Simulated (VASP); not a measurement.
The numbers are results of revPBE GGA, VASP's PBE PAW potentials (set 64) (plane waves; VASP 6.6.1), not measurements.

VASP input:

POSCAR:
```
MoS2
1.0
  1.6014718964  -2.7738304058   0.0000000000
  1.6014718964   2.7738304058   0.0000000000
  0.0000000000   0.0000000000  16.2230898567
Mo S
2 4
direct
  0.3333330000   0.6666670000   0.2500000000
  0.6666670000   0.3333330000   0.7500000000
  0.3333330000   0.6666670000   0.8462760821
  0.6666670000   0.3333330000   0.3462760821
  0.6666670000   0.3333330000   0.1537239179
  0.3333330000   0.6666670000   0.6537239179
```

**KPOINTS**
```
k-points along high-symmetry lines
10
Line-mode
Reciprocal
  0.000000   0.000000   0.000000 ! GAMMA
  0.000000   0.500000   0.000000 ! M

  0.000000   0.500000   0.000000 ! M
 -0.333333   0.666667   0.000000 ! K

 -0.333333   0.666667   0.000000 ! K
  0.000000   0.000000   0.000000 ! GAMMA

  0.000000   0.000000   0.000000 ! GAMMA
  0.000000   0.000000   0.500000 ! A

  0.000000   0.000000   0.500000 ! A
  0.000000   0.500000   0.500000 ! L

  0.000000   0.500000   0.500000 ! L
 -0.333333   0.666667   0.500000 ! H

 -0.333333   0.666667   0.500000 ! H
  0.000000   0.000000   0.500000 ! A

  0.000000   0.500000   0.500000 ! L
  0.000000   0.500000   0.000000 ! M

 -0.333333   0.666667   0.500000 ! H
 -0.333333   0.666667   0.000000 ! K
```

INCAR:
```
SYSTEM = MoS2
PREC = Accurate
ENCUT = 520
EDIFF = 1E-7
NELM = 100
ALGO = Normal
LREAL = .FALSE.
LASPH = .TRUE.
ISMEAR = 0
SIGMA = 0.05
GGA = RE
LMAXMIX = 4
LWAVE = .FALSE.
LCHARG = .FALSE.
LORBIT = 11
ICHARG = 11
```

POTCAR, in this order: Mo_sv S (PBE.64 set). Program: vasp_std. Read from the step before: CHGCAR.

Output of the run:

OSZICAR:
```
       N       E                     dE             d eps       ncg     rms          rms(c)
DAV:   1     0.450267528025E+03    0.45027E+03   -0.29442E+04  6484   0.153E+03
DAV:   2    -0.146383610836E+02   -0.46491E+03   -0.45488E+03  7003   0.378E+02
DAV:   3    -0.399451830833E+02   -0.25307E+02   -0.24858E+02  7159   0.761E+01
DAV:   4    -0.407208670892E+02   -0.77568E+00   -0.77323E+00  7165   0.128E+01
DAV:   5    -0.407461897784E+02   -0.25323E-01   -0.25303E-01  7492   0.214E+00
DAV:   6    -0.407470239570E+02   -0.83418E-03   -0.83397E-03  7484   0.354E-01
DAV:   7    -0.407470487651E+02   -0.24808E-04   -0.24799E-04  7668   0.518E-02
DAV:   8    -0.407470493859E+02   -0.62075E-06   -0.62069E-06  7321   0.770E-03
DAV:   9    -0.407470494095E+02   -0.23675E-07   -0.23565E-07  5146   0.130E-03
   1 F= -.40747049E+02 E0= -.40747049E+02  d E =-.500793E-32
```

OUTCAR:
```
 val. band max:        3.7725385811   @ k =   0.0000   0.0000   0.0000

 cond. band min:       5.2426927842   @ k =  -0.3333   0.6667   0.4444



 k-point     1 :       0.0000    0.0000    0.0000
  band No.  band energies     occupation
      1     -57.2657      2.00000
      2     -57.2657      2.00000
      3     -31.3876      2.00000
      4     -31.3876      2.00000
      5     -31.2084      2.00000
      6     -31.2084      2.00000
      7     -31.2084      2.00000
      8     -31.2084      2.00000
      9     -10.3706      2.00000
     10     -10.3663      2.00000
     11      -9.0889      2.00000
     12      -9.0806      2.00000
     13      -1.9334      2.00000
     14      -1.8796      2.00000
     15       1.0282      2.00000
     16       1.0282      2.00000
     17       1.0283      2.00000
     18       1.0283      2.00000
     19       1.8109      2.00000
     20       2.0468      2.00000
     21       2.1126      2.00000
     22       2.1127      2.00000
     23       2.1130      2.00000
     24       2.1130      2.00000
     25       3.5931      2.00000
     26       3.7725      2.00000
     27       6.3420      0.00000
     28       6.3430      0.00000
     29       6.3443      0.00000
     30       6.3650      0.00000
     31       6.5879      0.00000

 k-point     2 :       0.0000    0.0556    0.0000
  band No.  band energies     occupation
      1     -57.2647      2.00000
      2     -57.2647      2.00000
      3     -31.3856      2.00000
      4     -31.3856      2.00000
      5     -31.2191      2.00000
      6     -31.2191      2.00000
      7     -31.2108      2.00000
      8     -31.2108      2.00000
      9     -10.3262      2.00000
     10     -10.3219      2.00000
     11      -9.0705      2.00000
     12      -9.0624      2.00000
     13      -1.8817      2.00000
     14      -1.8281      2.00000
     15       0.9252      2.00000
     16       0.9253      2.00000
     17       1.0747      2.00000
     18       1.0748      2.00000
...
```

The density is held fixed in this step, so its total energy and stress have no physical meaning. Without a dispersion term in the relaxation, distances and binding between the weakly bound layers, chains or molecules are unreliable, and so is what depends on them.

The compound is MoS2 in the 2H layered structure. It was relaxed first, which changed the volume by +36 %.
